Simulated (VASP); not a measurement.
Level of theory: PBEsol GGA, VASP's PBE PAW potentials (set 64) (plane waves; VASP).

The input files of a VASP run:

### KPOINTS
```
K-points
0
gamma
1 1 1
0 0 0
```

### INCAR
```
SYSTEM = Pb atom
PREC = Normal
ENCUT = 520
EDIFF = 1E-6
NELM = 200
ALGO = All
LREAL = .FALSE.
LASPH = .TRUE.
ISMEAR = 0
SIGMA = 0.01
GGA = PS
LMAXMIX = 4
ISPIN = 2
MAGMOM = 2
LORBIT = 10
LWAVE = .FALSE.
LCHARG = .FALSE.
ISYM = 0
NUPDOWN = 2
```

### POSCAR
```
Pb atom
12.0
  1.0000000000   0.0000000000   0.0000000000
  0.0000000000   1.0416666667   0.0000000000
  0.0000000000   0.0000000000   1.0833333333
Pb
1
direct
  0.0000000000   0.0000000000   0.0000000000
```

POTCAR, in this order: Pb_d (PBE.64 set). Program: vasp_gam. Read from the step before: WAVECAR.

What VASP printed:

**OUTCAR**
```
 ion  position               nearest neighbor table
   1  0.000  0.000  0.000-
 Subroutine IBZKPT returns following result:
 Found      1 irreducible k-points:

 Following reciprocal coordinates:
            Coordinates               Weight
  0.000000  0.000000  0.000000      1.000000
   k-points           NKPTS =      1   k-points in BZ     NKDIM =      1   number of bands    NBANDS=     12
   number of dos      NEDOS =    301   number of ions     NIONS =      1
   total plane-waves  NPLWV = 392000
   dimension x,y,z NGX =    70 NGY =   70 NGZ =   80
   dimension x,y,z NGXF=   140 NGYF=  140 NGZF=  160
   ions per type =               1
   PREC   = normal    normal or accurate (medium, high low for compatibility)
   ISTART =      1    job   : 0-new  1-cont  2-samecut
   ICHARG =      0    charge: 1-file 2-atom 10-const
   ISPIN  =      2    spin polarized calculation?
   LNONCOLLINEAR =      F non collinear calculations
   LSORBIT =      F    spin-orbit coupling
   INIWAV =      1    electr: 0-lowe 1-rand  2-diag
   ENCUT  =  520.0 eV  38.22 Ry    6.18 a.u.  22.31 23.24 24.17*2*pi/ulx,y,z
   NELM   =    200;   NELMIN=  2; NELMDL=  0     # of ELM steps
   EDIFF  = 0.1E-05   stopping-criterion for ELM
   LREAL  =      F    real-space projection
   NLSPLINE    = F    spline interpolate recip. space projectors
   LMAXMIX     =    4 max onsite mixed and CHGCAR
   VOSKOWN=      0    Vosko Wilk Nusair interpolation
   EDIFFG = 0.1E-04   stopping-criterion for IOM
   NSW    =      0    number of steps for IOM
   NBLOCK =      1;   KBLOCK =      1    inner block; outer block
   IBRION =     -1    ionic relax: 0-MD 1-quasi-New 2-CG
   NFREE  =      0    steps in history (QN), initial steepest desc. (CG)
   ISIF   =      2    stress and relaxation
   ISYM   =      0    0-nonsym 1-usesym 2-fastsym
   TEIN   =    0.0    initial temperature
   TEBEG  =    0.0;   TEEND  =   0.0 temperature during run
   SMASS  =  -3.00    Nose mass-parameter (am)
   PSTRESS=    0.0 pullay stress
   NELECT =      14.0000    total number of electrons
...
```

OSZICAR:
```
       N       E                     dE             d eps       ncg     rms           ort
SDA:   1    -0.659520041396E+00   -0.65952E+00    0.00000E+00    12   0.817E-02   0.000E+00
CGA:   2    -0.661290452747E+00   -0.17704E-02   -0.17696E-02    12   0.474E-02   0.559E-04
CGA:   3    -0.662035059914E+00   -0.74461E-03   -0.74372E-03    12   0.882E-03  -0.213E-04
CGA:   4    -0.662323035966E+00   -0.28798E-03   -0.28735E-03    12   0.293E-03   0.517E-05
CGA:   5    -0.662414554407E+00   -0.91518E-04   -0.91085E-04    12   0.113E-03   0.701E-05
CGA:   6    -0.662445439873E+00   -0.30885E-04   -0.31232E-04    12   0.562E-04   0.249E-06
CGA:   7    -0.662457767091E+00   -0.12327E-04   -0.12275E-04    12   0.152E-04   0.156E-05
CGA:   8    -0.662462156301E+00   -0.43892E-05   -0.46702E-05    12   0.453E-05  -0.982E-07
CGA:   9    -0.662463185442E+00   -0.10291E-05   -0.11022E-05    12   0.276E-05  -0.804E-06
SDA:  10    -0.662463652908E+00   -0.46747E-06   -0.67226E-06    12   0.108E-05  -0.919E-06
   1 F= -.66246365E+00 E0= -.65860713E+00  d E =-.771305E-02  mag=     2.0000
```

OUTCAR:
```
------------------------ aborting loop because EDIFF is reached ----------------------------------------
  FORCE on cell =-STRESS in cart. coord.  units (eV):
  Direction    XX          YY          ZZ          XY          YZ          ZX
  --------------------------------------------------------------------------------------
  Total       -0.0118477     -0.0159801     -0.0156317     -0.0000843     -0.0000221      0.0000037
  in kB       -0.0097344     -0.0131297     -0.0128435     -0.0000693     -0.0000182      0.0000030
  external PRESSURE =      -0.0119025 kB  Pullay stress =       0.0000000 kB
  volume of cell :     1950.00
      direct lattice vectors                 reciprocal lattice vectors
    12.000000000  0.000000000  0.000000000     0.083333333  0.000000000  0.000000000
     0.000000000 12.500000000  0.000000000     0.000000000  0.080000000  0.000000000
     0.000000000  0.000000000 13.000000000     0.000000000  0.000000000  0.076923077
 POSITION                                       TOTAL-FORCE (eV/Angst)
 -----------------------------------------------------------------------------------
      0.00000      0.00000      0.00000        -0.000000     -0.000000     -0.000000
 -----------------------------------------------------------------------------------
    total drift:                               -0.000000     -0.000000     -0.000000
  FREE ENERGIE OF THE ION-ELECTRON SYSTEM (eV)
  ---------------------------------------------------
  free  energy   TOTEN  =        -0.6624636529 eV

  energy  without entropy=       -0.6547506011  energy(sigma->0) =       -0.65860713

 total charge

# of ion       s       p       d       tot
------------------------------------------
    1        1.401   0.671   9.793  11.866

 magnetization (x)

# of ion       s       p       d       tot
------------------------------------------
    1       -0.012   0.671  -0.008   0.651
```
(Selected blocks of OUTCAR.)

OUTCAR:
```
 val. band max:       -3.7757838190   @ k =   0.0000   0.0000   0.0000

 cond. band min:      -2.4799742536   @ k =   0.0000   0.0000   0.0000


 Fermi energy:        -3.7726144004

 spin component 1

 k-point     1 :       0.0000    0.0000    0.0000
  band No.  band energies     occupation
      1     -20.9011      1.00000
      2     -20.9010      1.00000
      3     -20.9009      1.00000
      4     -20.9005      1.00000
      5     -20.9005      1.00000
      6     -12.2499      1.00000
      7      -3.7762      0.66826
      8      -3.7760      0.66706
      9      -3.7758      0.66469
     10      -0.5639      0.00000
     11       0.5348      0.00000
     12       0.5651      0.00000

 Fermi energy:       -11.1188346253

 spin component 2

 k-point     1 :       0.0000    0.0000    0.0000
  band No.  band energies     occupation
      1     -20.7092      1.00000
      2     -20.7090      1.00000
      3     -20.7089      1.00000
      4     -20.7083      1.00000
      5     -20.7083      1.00000
      6     -11.2202      1.00000
      7      -2.4800      0.00000
      8      -2.4791      0.00000
      9      -2.4791      0.00000
     10       0.0469      0.00000
     11       0.9540      0.00000
     12       1.0351      0.00000
```

The atom may not be in its lowest state. Unless said otherwise, spin-orbit coupling is left out, though it shifts the bands of the heavy elements here.

The cell is a free atom in a box.
